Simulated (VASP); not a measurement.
Set up this calculation in VASP 6.6.1, as the native input.

```
Task                   : single point
Functional             : PBE
Potentials or basis    : VASP PAW PBE potentials, release 64 (Cu)
Cutoff                 : 300 eV
k mesh                 : 21 × 21 × 21
Occupations            : methfessel-paxton, width 0.1 eV
Spin                   : no spin polarisation
Further INCAR settings : ALGO = Normal; EDIFF = 1e-06
```

The structure of Cu lies in POSCAR:

```
Cu                                      
1.0
   -0.0000000000      1.8170093628      1.8170093628
    1.8170093628      0.0000000000      1.8170093628
    1.8170093628      1.8170093628     -0.0000000000
  Cu            
     1
Direct
     0.0000000000000000    0.0000000000000000    0.0000000000000000
```

The input as run:

INCAR

```
SYSTEM = Cu
PREC = Accurate
ENCUT = 300
EDIFF = 1E-6
ISMEAR = 1
SIGMA = 0.1
LREAL = .False.
LASPH = .True.
NELM = 120
ALGO = Normal
ISIF = 2
LWAVE = .False.
LCHARG = .False.
GGA = PE
KPAR = 4
```

KPOINTS

```
Automatic mesh
0
Gamma
  21 21 21
  0 0 0
```

Potentials or basis: VASP PAW PBE potentials, release 64 (Cu).

The run is started by

```sh
$ cat potpaw_PBE.64/Cu/POTCAR > POTCAR
$ mpirun -np 4 vasp_std > vasp.out
```

Results of the run:

```
Band gap on the k mesh : none (metal or under the smearing width)
```

Run time: 2.1 s on 4 MPI ranks on Intel(R) Xeon(R) 6975P-C (Granite Rapids), on a shared host, peak memory 0.11 GiB a rank.
